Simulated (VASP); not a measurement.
# AgB4 (P6/mmm) in VASP: notebook, part 2 of 3

VASP 6.6.1. Earlier steps stand in the parts before.

**3. Relaxation of cell and atoms, PBE, target pressure 2 GPa, at which the enthalpy is minimised**

The input, INCAR:

```
SYSTEM = AgB4
  PREC = Accurate
  ENCUT = 600
  EDIFF = 1E-6
  ISMEAR = -1
  SIGMA = 0.05
  LREAL = .False.
  LASPH = .True.
  NELM = 80
  ALGO = Normal
  ISIF = 3
  LWAVE = .False.
  LCHARG = .False.
  GGA = PE
  IBRION = 2
  NSW = 40
  EDIFFG = -0.02
  PSTRESS = 20
```

The input, KPOINTS:

```
regular mesh
0
Gamma
  7 7 4
  0 0 0
```

The input, POSCAR:

```
AgB4
1.0
    3.0321300000      0.0000000000      0.0000000000
   -1.5160700000      2.6259100000      0.0000000000
    0.0000000000      0.0000000000      5.6987400000
Ag B
1 4
Direct
    0.0000000000      0.0000000000      0.0000000000
    0.3333300000      0.6666700000      0.6649500000
    0.6666700000      0.3333300000      0.6649500000
    0.3333300000      0.6666700000      0.3350500000
    0.6666700000      0.3333300000      0.3350500000
```

Potentials or basis: VASP PAW PBE potentials, release 64 (Ag, B).

Started as:

```
$ cat potpaw_PBE.64/Ag/POTCAR potpaw_PBE.64/B/POTCAR > POTCAR
$ mpirun -np 1 vasp_std > vasp.out
```

OUTCAR:

```text
SYSTEM = AgB4
   PREC = Accurate
   ENCUT = 600
   EDIFF = 1E-6
   ISMEAR = -1
   LREAL = .False.
   LASPH = .True.
   NELM = 80
   ISIF = 3
   GGA = PE
   IBRION = 2
   NSW = 40
   EDIFFG = -0.02
   PSTRESS = 20

 ion  position               nearest neighbor table
   1  0.000  0.000  0.000-   2 2.59   3 2.59   4 2.59   5 2.59   3 2.59   5 2.59   2 2.59   4 2.59
                             3 2.59   5 2.59   2 2.59   4 2.59
   2  0.333  0.667  0.665-   3 1.75   3 1.75   3 1.75   4 1.88   1 2.59   1 2.59   1 2.59
   3  0.667  0.333  0.665-   2 1.75   2 1.75   2 1.75   5 1.88   1 2.59   1 2.59   1 2.59
   4  0.333  0.667  0.335-   5 1.75   5 1.75   5 1.75   2 1.88   1 2.59   1 2.59   1 2.59
   5  0.667  0.333  0.335-   4 1.75   4 1.75   4 1.75   3 1.88   1 2.59   1 2.59   1 2.59

  LATTYP: Found a hexagonal cell.
 ALAT       =     3.0321300000
 C/A-ratio  =     1.8794510789

  Lattice vectors:

 A1 = (   3.0321300000,   0.0000000000,   0.0000000000)
 A2 = (  -1.5160700000,   2.6259100000,   0.0000000000)
 A3 = (   0.0000000000,   0.0000000000,   5.6987400000)

Analysis of symmetry for initial positions (statically):
=====================================================================
 Subroutine PRICEL returns:
 Original cell was already a primitive cell.

 Routine SETGRP: Setting up the symmetry group for a
 hexagonal supercell.

 Subroutine GETGRP returns: Found  8 space group operations
 (whereof  8 operations were pure point group operations)
 out of a pool of 24 trial point group operations.

The static configuration has the point symmetry D_2h.

Analysis of symmetry for dynamics (positions and initial velocities):
=====================================================================
 Subroutine PRICEL returns:
 Original cell was already a primitive cell.

 Routine SETGRP: Setting up the symmetry group for a
 hexagonal supercell.

 Subroutine GETGRP returns: Found  8 space group operations
 (whereof  8 operations were pure point group operations)
 out of a pool of 24 trial point group operations.

The dynamic configuration has the point symmetry D_2h.

 Subroutine INISYM returns: Found  8 space group operations
 (whereof  8 operations are pure point group operations),
 and found     1 'primitive' translations

----------------------------------------------------------------------------------------

                                     Primitive cell

  volume of cell :      45.3739

  direct lattice vectors                    reciprocal lattice vectors
     3.032130000  0.000000000  0.000000000     0.329801163  0.190410810  0.000000000
    -1.516070000  2.625910000  0.000000000     0.000000000  0.380820363  0.000000000
     0.000000000  0.000000000  5.698740000     0.000000000  0.000000000  0.175477386

  length of vectors
     3.032130000  3.032139768  5.698740000     0.380821590  0.380820363  0.175477386

  position of ions in fractional coordinates (direct lattice)
     0.000000000  0.000000000  0.000000000
     0.333330000  0.666670000  0.664950000
     0.666670000  0.333330000  0.664950000
     0.333330000  0.666670000  0.335050000
     0.666670000  0.333330000  0.335050000

  ion indices of the primitive-cell ions
   primitive index   ion index
                 1           1
                 2           2
                 3           3
                 4           4
                 5           5

[... 60 lines left out ...]
   NGXF,Y,Z  is equivalent  to a cutoff of  26.32, 26.32, 28.01 a.u.
 SYSTEM =  AgB4
   PREC   = accura    normal or accurate (medium, high low for compatibility)
   ISTART =      0    job   : 0-new  1-cont  2-samecut
   ICHARG =      2    charge: 1-file 2-atom 10-const
   ISPIN  =      1    spin polarized calculation?
   LNONCOLLINEAR =      F non collinear calculations
   LSORBIT =      F    spin-orbit coupling
   LASPH  =      T    aspherical Exc in radial PAW
   ENCUT  =  600.0 eV  44.10 Ry    6.64 a.u.   6.06  6.06 11.38*2*pi/ulx,y,z
   NELM   =     80;   NELMIN=  2; NELMDL= -5     # of ELM steps
   EDIFF  = 0.1E-05   stopping-criterion for ELM
   LREAL  =      F    real-space projection
   EDIFFG = -.2E-01   stopping-criterion for IOM
   NSW    =     40    number of steps for IOM
   IBRION =      2    ionic relax: 0-MD 1-quasi-New 2-CG
   NFREE  =      1    steps in history (QN), initial steepest desc. (CG)
   ISIF   =      3    stress and relaxation
   ISYM   =      2    0-nonsym 1-usesym 2-fastsym
   POTIM  = 0.5000    time-step for ionic-motion
   TEBEG  =    0.0;   TEEND  =   0.0 temperature during run
   PSTRESS=   20.0 pullay stress
   NELECT =      23.0000    total number of electrons
   NUPDOWN=      -1.0000    fix difference up-down
   EMIN   =  10.00;   EMAX   =-10.00  energy-range for DOS
   EFERMI =   0.00;   METHOD = LEGACY
   ISMEAR =    -1;   SIGMA  =   0.05  broadening in eV -4-tet -1-fermi 0-gaus
   EFERMI_NEDOS =   21; number of points for ismear=-14 and -15
   IALGO  =     38    algorithm
   IMIX   =      4    mixing-type and parameters
     AMIX     =   0.40;   BMIX     =  1.00
     AMIX_MAG =   1.60;   BMIX_MAG =  1.00
  volume/ion in A,a.u.               =       9.07        61.24
  Fermi-wavevector in a.u.,A,eV,Ry     =   1.305315  2.466687 23.182244  1.703847
  Thomas-Fermi vector in A             =   2.436192
   LORBIT       =      0    0 simple, 1 ext, 2 COOP (PROOUT), +10 PAW based schemes
   GGA     = PE    functional components
   LHFCALC =     F    Hartree Fock is set to
   AEXX    =    0.0000 exact exchange contribution
   IVDW    =     0    specifies the selected vdW correction
   LEPSILON=     F    determine dielectric tensor
   LRPA    =     F    only Hartree local field effects (RPA)
 conjugate gradient relaxation of ions
 non-spin polarized calculation
  energy-cutoff  :      600.00
  volume of cell :       45.37
 maximum number of plane-waves:      1538
   NGX = 13   NGY = 13   NGZ = 23

--------------------------------------- Ionic step        1  -------------------------------------------

 number of electron      22.9999998 magnetization

 Free energy of the ion-electron system (eV)
  ---------------------------------------------------
  ext. energy  EPLUGINS =         0.00000000
  ---------------------------------------------------
  free energy    TOTEN  =       -26.40056316 eV

  energy without entropy =      -26.38965204  energy(sigma->0) =      -26.39510760

------------------------ aborting loop because EDIFF is reached ----------------------------------------

  FORCE on cell =-STRESS in cart. coord.  units (eV):
  Direction    XX          YY          ZZ          XY          YZ          ZX
  --------------------------------------------------------------------------------------
  -------------------------------------------------------------------------------------
  Total        1.3154828      1.3158494      1.7983934      0.0003077      0.0000000      0.0000000
  in kB       46.4503770     46.4633221     63.5022029      0.0108651      0.0000000      0.0000000
  external PRESSURE =      32.1386340 kB  Pullay stress =      20.0000000 kB
[... 274 lines left out ...]
--------------------------------------- Ionic step        8  -------------------------------------------

 number of electron      22.9999998 magnetization

 Free energy of the ion-electron system (eV)
  ---------------------------------------------------
  ext. energy  EPLUGINS =         0.00000000
  ---------------------------------------------------
  free energy    TOTEN  =       -26.42918629 eV

  energy without entropy =      -26.41857741  energy(sigma->0) =      -26.42388185

 E-fermi :   7.1366     XC(G=0): -11.9383

 val. band max:        7.1079751015   @ k =  -0.2857   0.2857   0.5000
 cond. band min:       7.1519434077   @ k =   0.4286   0.1429   0.0000
 fundamental gap:      0.0439683062
 Fermi energy:         7.1366056528

 k-point     1 :       0.0000    0.0000    0.0000
  band No.  band energies     occupation
      1      -6.7310      2.00000
      2      -2.7400      2.00000
      3      -0.9387      2.00000
      4       1.6334      2.00000
      5       1.8140      2.00000
      6       1.8141      2.00000
      7       2.6331      2.00000
      8       2.6331      2.00000
      9       6.4930      1.99999
     10       6.4930      1.99999
     11       8.7363      0.00000
     12       8.7363      0.00000
     13      10.4108      0.00000
     14      11.5325      0.00000
[... 401 lines left out ...]
      2      -2.5201      2.00000
      3       0.7303      2.00000
      4       1.2905      2.00000
      5       1.7265      2.00000
      6       2.0158      2.00000
      7       2.4411      2.00000
      8       2.9451      2.00000
      9       3.4731      2.00000
     10       4.8112      2.00000
     11       6.4767      2.00000
     12       7.1798      0.59278
     13       8.9328      0.00000
     14      10.9258      0.00000
     15      13.8969      0.00000

 [... further k-points ...]
[... 5 lines left out ...]
  --------------------------------------------------------------------------------------
  -------------------------------------------------------------------------------------
  Total        0.5163924      0.5164695      0.6316758      0.0000626      0.0000000      0.0000000
  in kB       17.8099441     17.8126013     21.7859714      0.0021601      0.0000000      0.0000000
  external PRESSURE =      -0.8638277 kB  Pullay stress =      20.0000000 kB
[... 24 lines left out ...]
  energy  without entropy=      -26.4185774105  energy(sigma->0) =      -26.42388185

  enthalpy is  TOTEN    =       -25.8492940526 eV   P V=        0.5798922420

 reached required accuracy - stopping structural energy minimisation
```

OSZICAR:

```text
N       E                     dE             d eps       ncg     rms          rms(c)
DAV:   1     0.102739873921E+03    0.10274E+03   -0.12047E+04  1464   0.156E+03
DAV:   2    -0.271834851415E+02   -0.12992E+03   -0.12725E+03  1734   0.292E+02
DAV:   3    -0.320387881453E+02   -0.48553E+01   -0.47341E+01  1896   0.555E+01
[... 64 lines left out ...]
DAV:   3    -0.264292415784E+02    0.13299E-03   -0.57220E-04  1622   0.282E-01    0.122E-01
DAV:   4    -0.264291907004E+02    0.50878E-04   -0.16725E-04  1664   0.942E-02    0.249E-02
DAV:   5    -0.264291876891E+02    0.30113E-05   -0.31351E-05  1622   0.694E-02    0.153E-02
DAV:   6    -0.264291862506E+02    0.14386E-05   -0.69543E-06  1650   0.415E-02    0.220E-03
DAV:   7    -0.264291862945E+02   -0.43951E-07   -0.36779E-07   741   0.852E-03
   8 F= -.25849294E+02 E0= -.25843990E+02  d E =-.247337E-03
```

CONTCAR:

```text
AgB4
   1.00000000000000
     3.0361488874415046   -0.0000028074419284    0.0000000000000000
    -1.5180818816730481    2.6293897975513341    0.0000000000000000
     0.0000000000000000    0.0000000000000000    5.8190230694401359
  Ag              B
     1     4
Direct
     0.0000000000000000    0.0000000000000000    1.0000000000000000
     0.3333332174934607    0.6666667825065528    0.6637722226916374
     0.6666667825065395    0.3333332174934472    0.6637722226916374
     0.3333332174934607    0.6666667825065528    0.3362277773083625
     0.6666667825065395    0.3333332174934472    0.3362277773083625

  0.00000000E+00  0.00000000E+00  0.00000000E+00
  0.00000000E+00  0.00000000E+00  0.00000000E+00
  0.00000000E+00  0.00000000E+00  0.00000000E+00
  0.00000000E+00  0.00000000E+00  0.00000000E+00
  0.00000000E+00  0.00000000E+00  0.00000000E+00
```

It took 67 s on 1 thread of Intel Xeon 6975P-C (Granite Rapids), shared host; peak memory 0.2 GiB.

What came out:

```yaml
Free_energy: -26.4292 eV
Relaxed_volume: 9.29 Å³/atom
Relaxed_cell: a = 3.036 Å, b = 3.036 Å, c = 5.819 Å, α = 90.00°, β = 90.00°, γ = 120.00°
Space_group_after_relaxing_to_0.05_Å: P6/mmm (No. 191)
Energy_change_on_relaxing_the_enthalpy_is_what_falls: -5.7 meV/atom
Ionic_steps: 8
Pressure_after_relaxing: 1.9 GPa
Largest_force_after_relaxing: 0.012 eV/Å
Band_gap_on_the_k_mesh: none (metal or under the smearing width)
```

Forces in eV/Å, atoms in the order of the input:
```
Ag   0.000  0.000  0.000
B    0.000  0.000  0.012
B    0.000  0.000  0.012
B    0.000  0.000 -0.012
B    0.000  0.000 -0.012
```

Stress tensor (GPa, compression positive):
```
1.78 0.00 0.00
0.00 1.78 0.00
0.00 0.00 2.18
```

Step by step:
```csv
step,energy change (eV),largest force (eV/Å),pressure (GPa),volume (Å³)
1,0.0000,0.0464,5.21,45.37
2,-0.0241,0.0309,0.66,46.58
3,-0.0215,0.0131,1.68,46.30
4,-0.0261,0.0669,1.69,46.40
5,-0.0270,0.0875,1.68,46.44
6,-0.0268,0.0360,2.32,46.33
7,-0.0264,0.0211,2.46,46.30
8,-0.0286,0.0117,1.91,46.45
```

Final structure:
```cif
data_structure
_symmetry_space_group_name_H-M 'P 1'
_symmetry_Int_Tables_number 1
_cell_length_a 3.0361
_cell_length_b 3.0362
_cell_length_c 5.8190
_cell_angle_alpha 90.000
_cell_angle_beta 90.000
_cell_angle_gamma 120.000
_cell_volume 46.45
loop_
_atom_site_label
_atom_site_type_symbol
_atom_site_fract_x
_atom_site_fract_y
_atom_site_fract_z
_atom_site_occupancy
Ag1 Ag 0.00000 0.00000 0.00000 1
B1 B 0.33333 0.66667 0.66377 1
B2 B 0.66667 0.33333 0.66377 1
B3 B 0.33333 0.66667 0.33623 1
B4 B 0.66667 0.33333 0.33623 1
```

Levels at points of the mesh, in eV from the Fermi level:
```
           k point  band 8  band 9  band 10  band 11  band 12  band 13  band 14  band 15
(0.00, 0.00, 0.00)   -4.50   -0.64    -0.64     1.60     1.60     3.27     4.40     4.59
(0.00, 0.00, 0.50)   -4.51   -0.83    -0.83    -0.50     1.83     1.83     4.60     6.57
```

Caveat: the cell is relaxed towards a set pressure, so the enthalpy falls and the energy may rise.

(Continued in part 3 of 3.)
